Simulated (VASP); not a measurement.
These are PBE GGA, VASP's PBE PAW potentials (set 64) (plane waves; VASP) values and carry that method's errors.

VASP ran on this input.

KPOINTS:
```
Automatic mesh
0
Gamma
14 14 8
0 0 0
```

### INCAR
```
# general
SYSTEM =Os
PREC   =Accurate
ENCUT  =400
LREAL  =F
LASPH  =T

# electronic loop
EDIFF  =1E-6
NELM   =100
ALGO   =Normal
LMAXMIX=6

# smearing
ISMEAR =-4

# functional
GGA    =PE

# ions
ISIF   =2

# output
LWAVE  =F
LCHARG =F
```

### POSCAR
```
Os
1
    1.3650000000    -2.3642490000     0.0000000000
    1.3650000000     2.3642490000     0.0000000000
    0.0000000000     0.0000000000     4.3200000000
Os
2
Direct
  0.3333330000   0.6666670000   0.2500000000
  0.6666670000   0.3333330000   0.7500000000
```

POTCAR, in this order: Os (PBE.64 set). Program: vasp_std.

Output

File OSZICAR:
```
       N       E                     dE             d eps       ncg     rms          rms(c)
DAV:   1     0.814161535851E+02    0.81416E+02   -0.65896E+03  2880   0.103E+03
DAV:   2    -0.185024296671E+02   -0.99919E+02   -0.88971E+02  3228   0.361E+02
DAV:   3    -0.236993079894E+02   -0.51969E+01   -0.49209E+01  3392   0.694E+01
DAV:   4    -0.238020851868E+02   -0.10278E+00   -0.10207E+00  3124   0.952E+00
DAV:   5    -0.238033601777E+02   -0.12750E-02   -0.12747E-02  3268   0.853E-01    0.238E+01
DAV:   6    -0.227373486697E+02    0.10660E+01   -0.11357E+00  3068   0.971E+00    0.110E+01
DAV:   7    -0.224102928464E+02    0.32706E+00   -0.84432E-01  3232   0.821E+00    0.466E-01
DAV:   8    -0.224045843208E+02    0.57085E-02   -0.76274E-03  2956   0.721E-01    0.287E-01
DAV:   9    -0.224024072169E+02    0.21771E-02   -0.14650E-03  3100   0.454E-01    0.565E-02
DAV:  10    -0.224024434382E+02   -0.36221E-04   -0.65120E-05  3156   0.814E-02    0.102E-02
DAV:  11    -0.224024140223E+02    0.29416E-04   -0.62347E-06  2992   0.295E-02    0.110E-03
DAV:  12    -0.224024132099E+02    0.81241E-06   -0.13814E-07  1508   0.433E-03
   1 F= -.22402413E+02 E0= -.22402413E+02  d E =0.000000E+00
```

**OUTCAR**
```
------------------------ aborting loop because EDIFF is reached ----------------------------------------
  FORCE on cell =-STRESS in cart. coord.  units (eV):
  Direction    XX          YY          ZZ          XY          YZ          ZX
  --------------------------------------------------------------------------------------
  Total        1.9436854      1.9436848      1.6328268      0.0000000      0.0000000      0.0000000
  in kB      111.6855387    111.6855055     93.8233868      0.0000000      0.0000000      0.0000000
  external PRESSURE =     105.7314770 kB  Pullay stress =       0.0000000 kB
  volume of cell :       27.88
      direct lattice vectors                 reciprocal lattice vectors
     1.365000000 -2.364249000  0.000000000     0.366300366 -0.211483647  0.000000000
     1.365000000  2.364249000  0.000000000     0.366300366  0.211483647  0.000000000
     0.000000000  0.000000000  4.320000000     0.000000000  0.000000000  0.231481481
 POSITION                                       TOTAL-FORCE (eV/Angst)
 -----------------------------------------------------------------------------------
      1.36500      0.78808      1.08000        -0.000000     -0.000000      0.000000
      1.36500     -0.78808      3.24000         0.000000      0.000000      0.000000
 -----------------------------------------------------------------------------------
    total drift:                                0.000000      0.000021     -0.000020
  FREE ENERGIE OF THE ION-ELECTRON SYSTEM (eV)
  ---------------------------------------------------
  free  energy   TOTEN  =       -22.4024132099 eV

  energy  without entropy=      -22.4024132099  energy(sigma->0) =      -22.40241321
```
(Selected blocks of OUTCAR.)

The compound is Os in the hcp structure. The cell was not relaxed at this level. The run is one of a series of settings (ISMEAR = -4, SIGMA removed against the base run), some of them coarse on purpose.
